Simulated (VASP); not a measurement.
# MgB2: how cutoff and mesh change the relaxed cell, part 2 of 2

How far does the relaxed cell of MgB2 depend on cutoff and k mesh? The starting structure is a measured crystal structure from the Crystallography Open Database. The first relaxation on each setting starts from this cell expanded by 3 % in volume.

VASP 6.6.1.

Results so far: reference 9.47 Å³ an atom; a cutoff of 320 eV 9.42 Å³ an atom; a 7×7×6 mesh 9.48 Å³ an atom.

## Step 5: Relaxation with a cutoff of 600 eV

Level of this step: PBEsol; plane waves and PAW (Mg, B) (VASP).

Against step 2 the input has ENCUT = 600. This run starts from the cell of an earlier relaxation, which isn't shown; the restart sets up the plane waves anew.

INCAR reads:

```
SYSTEM = MgB2
PREC = Accurate
ENCUT = 600
EDIFF = 1E-06
NELM = 100
ISMEAR = 1
SIGMA = 0.15
LREAL = .FALSE.
ALGO = Normal
GGA = PS
NBANDS = 10
LORBIT = 11
LWAVE = .FALSE.
LCHARG = .FALSE.
KPAR = 4
IBRION = 2
NSW = 50
ISIF = 3
EDIFFG = -0.006
```

POSCAR reads:

```
MgB2
1.0
    3.0661192399      0.0000000000      0.0000000000
   -1.5330596200      2.6553371528      0.0000000000
    0.0000000000      0.0000000000      3.4898930846
Mg B
1 2
Direct
    0.0000000000      0.0000000000      0.0000000000
    0.6666666667      0.3333333333      0.5000000000
    0.3333333333      0.6666666667      0.5000000000
```

KPOINTS reads:

```
Automatic mesh
0
Gamma
14 14 10
0 0 0
```

PAW data sets: Mg and B (PBE family, release 64).

Started as:

```console
> mpirun -np 4 vasp_std
```

The log of the run:

```text
[... set-up lines as in an earlier step ...]
 entering main loop
       N       E                     dE             d eps       ncg     rms          rms(c)
DAV:   1     0.714351701904E+01    0.71435E+01   -0.41200E+03  2984   0.755E+02
DAV:   2    -0.171809525915E+02   -0.24324E+02   -0.22919E+02  3780   0.118E+02
DAV:   3    -0.178388117083E+02   -0.65786E+00   -0.64943E+00  3742   0.172E+01
DAV:   4    -0.178406295328E+02   -0.18178E-02   -0.18175E-02  3740   0.892E-01
[...]
DAV:  11    -0.162198178192E+02    0.12108E-04   -0.11956E-04  3268   0.682E-02    0.583E-03
DAV:  12    -0.162198160266E+02    0.17926E-05   -0.12076E-05  3286   0.174E-02    0.250E-03
DAV:  13    -0.162198158353E+02    0.19125E-06   -0.56312E-07  2002   0.459E-03
   1 F= -.16219816E+02 E0= -.16219497E+02  d E =-.162198E+02
[...]
reached required accuracy - stopping structural energy minimisation
```

It took 4.2 s on 4 MPI ranks of Intel Xeon 6975P-C (Granite Rapids), shared host; peak memory 0.68 GiB; 14 s of CPU time.

Parts of OUTCAR (step 5):

```text
  Total        0.0035404      0.0035404     -0.0004710     -0.0000000     -0.0000000     -0.0000000
  in kB        0.1996348      0.1996348     -0.0265599     -0.0000000     -0.0000000     -0.0000000
  external PRESSURE =       0.1242365 kB  Pullay stress =       0.0000000 kB

 POSITION                                       TOTAL-FORCE (eV/Angst)
 -----------------------------------------------------------------------------------
      0.00000      0.00000      0.00000         0.000000      0.000000      0.000000
      1.53306      0.88511      1.74495        -0.000000     -0.000000      0.000000
     -0.00000      1.77022      1.74495         0.000000      0.000000      0.000000
 -----------------------------------------------------------------------------------
    total drift:                                0.000000     -0.000000      0.000000

  FREE ENERGIE OF THE ION-ELECTRON SYSTEM (eV)
  ---------------------------------------------------
  free  energy   TOTEN  =       -16.2198158353 eV

  energy  without entropy=      -16.2188584451  energy(sigma->0) =      -16.21949671

[... 2 parts as in an earlier step ...]

[... 2 further parts left out ...]
[key lines of the parts left out:]
E-fermi :   5.3379
```

With a cutoff of 600 eV the cell ends at 9.471 Å³ an atom, -0.03 % from the reference.

## Step 6: Relaxation with an 18×18×14 mesh

Against step 2 the input has an 18×18×14 mesh. This run starts from the cell of an earlier relaxation, which isn't shown; the restart sets up the plane waves anew.

INCAR: that of step 5 with these lines changed.

```diff
@@ -2,3 +2,3 @@
 PREC = Accurate
-ENCUT = 600
+ENCUT = 450
 EDIFF = 1E-06
```

POSCAR reads:

```
MgB2
1.0
    3.0648094972      0.0000000000      0.0000000000
   -1.5324047486      2.6542028823      0.0000000000
    0.0000000000      0.0000000000      3.4950856163
Mg B
1 2
Direct
    0.0000000000      0.0000000000      0.0000000000
    0.6666666667      0.3333333333      0.5000000000
    0.3333333333      0.6666666667      0.5000000000
```

KPOINTS reads:

```
Automatic mesh
0
Gamma
18 18 14
0 0 0
```

Started as:

```console
> mpirun -np 4 vasp_std
```

The log of the run:

```text
[... set-up lines as in an earlier step ...]
 entering main loop
       N       E                     dE             d eps       ncg     rms          rms(c)
DAV:   1    -0.765880351596E-01   -0.76588E-01   -0.35564E+03  6644   0.597E+02
DAV:   2    -0.174476960550E+02   -0.17371E+02   -0.16261E+02  7728   0.100E+02
DAV:   3    -0.178441490342E+02   -0.39645E+00   -0.39184E+00  7696   0.127E+01
DAV:   4    -0.178450813324E+02   -0.93230E-03   -0.93222E-03  7660   0.640E-01
[...]
DAV:  10    -0.162200694768E+02    0.96906E-04   -0.13545E-03  7566   0.211E-01    0.238E-02
DAV:  11    -0.162200536605E+02    0.15816E-04   -0.91216E-05  6732   0.566E-02    0.344E-03
DAV:  12    -0.162200532464E+02    0.41413E-06   -0.46523E-06  6788   0.115E-02
   1 F= -.16220053E+02 E0= -.16220240E+02  d E =-.162201E+02
[...]
reached required accuracy - stopping structural energy minimisation
```

It took 5 s on 4 MPI ranks; peak memory 0.73 GiB; 18 s of CPU time.

From OUTCAR (step 6):

```text
  Total        0.0049420      0.0049420     -0.0002522     -0.0000000      0.0000000      0.0000000
  in kB        0.2784951      0.2784951     -0.0142126     -0.0000000      0.0000000      0.0000000
  external PRESSURE =       0.1809259 kB  Pullay stress =       0.0000000 kB

 POSITION                                       TOTAL-FORCE (eV/Angst)
 -----------------------------------------------------------------------------------
      0.00000      0.00000      0.00000         0.000000      0.000000      0.000000
      1.53240      0.88473      1.74754         0.000000      0.000000     -0.000000
     -0.00000      1.76947      1.74754        -0.000000     -0.000000      0.000000
 -----------------------------------------------------------------------------------
    total drift:                                0.000000     -0.000000      0.000000

  FREE ENERGIE OF THE ION-ELECTRON SYSTEM (eV)
  ---------------------------------------------------
  free  energy   TOTEN  =       -16.2200532464 eV

  energy  without entropy=      -16.2206143599  energy(sigma->0) =      -16.22024028

[... 1 part as in an earlier step ...]

[... 3 further parts left out ...]
[key lines of the parts left out:]
E-fermi :   5.3344
```

With an 18×18×14 mesh the cell ends at 9.477 Å³ an atom, +0.04 % from the reference.

## Step 7: All runs side by side

```csv
run,volume (Å³/atom),change (%),pressure left (GPa),core minutes
reference,9.474,-,0.03,0.867
a cutoff of 320 eV,9.417,-0.6,0.0,0.653
a 7×7×6 mesh,9.482,0.09,0.01,0.373
a cutoff of 600 eV,9.471,-0.03,0.01,1.28
an 18×18×14 mesh,9.477,0.04,0.02,1.43
```

Core minutes are wall time times ranks, summed over the relaxations behind a row (those for a bulk modulus apart), on shared hosts.

## Step 8: Results

| Property | Result |
| --- | --- |
| volume of the reference | 9.474 Å³/atom |
| volume against the reference, a cutoff of 320 eV | -0.60 % |
| volume against the reference, a 7×7×6 mesh | +0.09 % |
| volume against the reference, a cutoff of 600 eV | -0.03 % |
| volume against the reference, an 18×18×14 mesh | +0.04 % |

In words: The volume moves most with a cutoff of 320 eV: -0.60 % against the reference (450 eV, 14×14×10 mesh). On finer settings it changes by -0.03 % with a cutoff of 600 eV and +0.04 % with an 18×18×14 mesh. The axes move most with a 7×7×6 mesh: a by -0.2 % and c by +0.4 %, which partly cancels in the volume. The relaxations stop with up to 0.03 GPa left, which at a bulk modulus of 50 GPa, to name a scale, is 0.05 % of the volume, and more along a soft axis. A cell that shrinks at the lower cutoff is the usual mark of Pulay stress, the error that a plane-wave basis makes when it is kept while the volume changes. Further runs on this material are not shown.

[Lines on the potential files, build, host, timing and source positions are cut from VASP's logs without a mark.]

[Logs are printed without paths, hosts, clocks, repeated set-up lines and the standing remarks that a program may print on its own settings, such as how far it seeks lower states.]

[Hosts, paths, dates, database ids (printed as entryN), source tags and the programs' standing remarks are cut or masked in the printed files.]
